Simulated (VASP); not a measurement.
Computed with LDA (Ceperley-Alder, Perdew-Zunger), VASP's LDA PAW potentials (set 64) (plane waves; VASP 6.6.1).

VASP ran on this input.

KPOINTS:
```
Automatic mesh
0
Gamma
13 13 13
0 0 0
```

POSCAR:
```
C
1
    0.0000000000     1.7546827036     1.7546827036
    1.7546827036     0.0000000000     1.7546827036
    1.7546827036     1.7546827036    -0.0000000000
C
2
Direct
  0.0000000000   0.0000000000   0.0000000000
  0.2500000000   0.2500000000   0.2500000000
```

### INCAR
```
# general
SYSTEM   =  C
PREC     =  Accurate
ENCUT    =  620
LREAL    =  F   # projection in real space or not
LASPH    =  T   # aspherical one-centre terms

# electronic loop
EDIFF    =  1E-6   # SCF stop (eV)
NELM     =  100   # most electronic steps
ALGO     =  Normal   # blocked Davidson

# smearing
ISMEAR   =  0
SIGMA    =  0.05   # width (eV)

# ions
IBRION   =  2   # conjugate gradients
NSW      =  40   # most ionic steps
ISIF     =  3
EDIFFG   =  -0.02   # ionic stop
PSTRESS  =  100

# output
LWAVE    =  F
LCHARG   =  F
```

POTCAR, in this order: C (LDA.64 set). Program: vasp_std.

Output of the run:

File OUTCAR:
```
 ion  position               nearest neighbor table
   1  0.000  0.000  0.000-   2 1.52   2 1.52   2 1.52   2 1.52
   2  0.250  0.250  0.250-   1 1.52   1 1.52   1 1.52   1 1.52
  LATTYP: Found a face centered cubic cell.
 ALAT       =     3.5093654072
 Subroutine PRICEL returns:
 Original cell was already a primitive cell.
 Subroutine GETGRP returns: Found 48 space group operations
The static configuration has the point symmetry T_d .
 The point group associated with its full space group is O_h .
The dynamic configuration has the point symmetry T_d .
 Subroutine INISYM returns: Found 48 space group operations
 Subroutine IBZKPT returns following result:
 Found     84 irreducible k-points:

 Following reciprocal coordinates:
            Coordinates               Weight
  0.000000  0.000000  0.000000      1.000000
  0.076923  0.000000  0.000000      8.000000
  0.153846  0.000000  0.000000      8.000000
  0.230769  0.000000  0.000000      8.000000
  0.307692  0.000000  0.000000      8.000000
  0.384615  0.000000  0.000000      8.000000
  0.461538  0.000000  0.000000      8.000000
  0.076923  0.076923  0.000000      6.000000
  0.153846  0.076923  0.000000     24.000000
  0.230769  0.076923  0.000000     24.000000
  0.307692  0.076923  0.000000     24.000000
  0.384615  0.076923  0.000000     24.000000
  0.461538  0.076923  0.000000     24.000000
 -0.461538  0.076923  0.000000     24.000000
 -0.384615  0.076923  0.000000     24.000000
 -0.307692  0.076923  0.000000     24.000000
 -0.230769  0.076923  0.000000     24.000000
 -0.153846  0.076923  0.000000     24.000000
 -0.076923  0.076923  0.000000     12.000000
  0.153846  0.153846  0.000000      6.000000
  0.230769  0.153846  0.000000     24.000000
  0.307692  0.153846  0.000000     24.000000
  0.384615  0.153846  0.000000     24.000000
...
```

File OSZICAR:
```
       N       E                     dE             d eps       ncg     rms          rms(c)
DAV:   1    -0.192183583142E+01   -0.19218E+01   -0.56652E+03  1416   0.114E+03
DAV:   2    -0.210312185872E+02   -0.19109E+02   -0.18253E+02  2096   0.118E+02
DAV:   3    -0.211569057495E+02   -0.12569E+00   -0.12569E+00  1440   0.123E+01
DAV:   4    -0.211570732302E+02   -0.16748E-03   -0.16748E-03  1984   0.503E-01
DAV:   5    -0.211570732720E+02   -0.41755E-07   -0.41755E-07  1432   0.554E-03    0.603E+00
DAV:   6    -0.204813363761E+02    0.67574E+00   -0.54787E-01  1384   0.580E+00    0.351E+00
DAV:   7    -0.202468666249E+02    0.23447E+00   -0.60346E-01  1624   0.607E+00    0.799E-01
DAV:   8    -0.202460625953E+02    0.80403E-03   -0.24288E-03  1376   0.615E-01    0.260E-02
DAV:   9    -0.202460608564E+02    0.17388E-05   -0.12978E-05  1672   0.395E-02    0.237E-02
DAV:  10    -0.202460618386E+02   -0.98213E-06   -0.49608E-07  1376   0.832E-03
   1 F= -.19571666E+02 E0= -.19571666E+02  d E =-.195717E+02
```

**OUTCAR**
```
------------------------ aborting loop because EDIFF is reached ----------------------------------------
  FORCE on cell =-STRESS in cart. coord.  units (eV):
  Direction    XX          YY          ZZ          XY          YZ          ZX
  --------------------------------------------------------------------------------------
  Total        0.6738010      0.6738010      0.6738010      0.0000000      0.0000000     -0.0000000
  in kB       99.9117309     99.9117309     99.9117309      0.0000000      0.0000000     -0.0000000
  external PRESSURE =      -0.0882691 kB  Pullay stress =     100.0000000 kB
  volume of cell :       10.81
      direct lattice vectors                 reciprocal lattice vectors
     0.000000000  1.754682704  1.754682704    -0.284951803  0.284951803  0.284951803
     1.754682704  0.000000000  1.754682704     0.284951803 -0.284951803  0.284951803
     1.754682704  1.754682704  0.000000000     0.284951803  0.284951803 -0.284951803
 POSITION                                       TOTAL-FORCE (eV/Angst)
 -----------------------------------------------------------------------------------
      0.00000      0.00000      0.00000         0.000000      0.000000      0.000000
      0.87734      0.87734      0.87734        -0.000000     -0.000000     -0.000000
 -----------------------------------------------------------------------------------
    total drift:                                0.000000      0.000000      0.000000
  FREE ENERGIE OF THE ION-ELECTRON SYSTEM (eV)
  ---------------------------------------------------
  free  energy   TOTEN  =       -20.2460618386 eV

  energy  without entropy=      -20.2460618386  energy(sigma->0) =      -20.24606184
  enthalpy is  TOTEN    =       -19.5716655079 eV   P V=        0.6743963307

 reached required accuracy - stopping structural energy minimisation
```
(Selected blocks of OUTCAR.)

### OUTCAR
```
 val. band max:       10.4464423538   @ k =   0.0000   0.0000   0.0000

 cond. band min:      14.6716763382   @ k =   0.3846   0.3846   0.0000


 Fermi energy:        10.6752893831

 k-point     1 :       0.0000    0.0000    0.0000
  band No.  band energies     occupation
      1     -11.5304      2.00000
      2      10.4464      2.00000
      3      10.4464      2.00000
      4      10.4464      2.00000
      5      16.1266      0.00000
      6      16.1266      0.00000
      7      16.1266      0.00000
      8      25.1301      0.00000

 k-point     2 :       0.0769    0.0000    0.0000
  band No.  band energies     occupation
      1     -11.3615      2.00000
      2       9.3501      2.00000
      3      10.1527      2.00000
      4      10.1527      2.00000
      5      16.5098      0.00000
      6      16.5098      0.00000
      7      16.8085      0.00000
      8      25.2083      0.00000

 k-point     3 :       0.1538    0.0000    0.0000
  band No.  band energies     occupation
      1     -10.8557      2.00000
      2       7.0231      2.00000
      3       9.4943      2.00000
      4       9.4943      2.00000
      5      17.3720      0.00000
      6      17.3720      0.00000
      7      17.9659      0.00000
      8      25.4308      0.00000

 k-point     4 :       0.2308    0.0000    0.0000
  band No.  band energies     occupation
      1     -10.0184      2.00000
      2       4.3543      2.00000
      3       8.7853      2.00000
      4       8.7853      2.00000
      5      18.2314      0.00000
      6      18.2314      0.00000
      7      18.9064      0.00000
      8      25.7446      0.00000

 k-point     5 :       0.3077    0.0000    0.0000
  band No.  band energies     occupation
      1      -8.8605      2.00000
      2       1.6778      2.00000
      3       8.1884      2.00000
      4       8.1884      2.00000
      5      18.7804      0.00000
      6      18.7804      0.00000
      7      19.5433      0.00000
...
```

The compound is C in the diamond structure. It was relaxed first under an external pressure of 10 GPa.
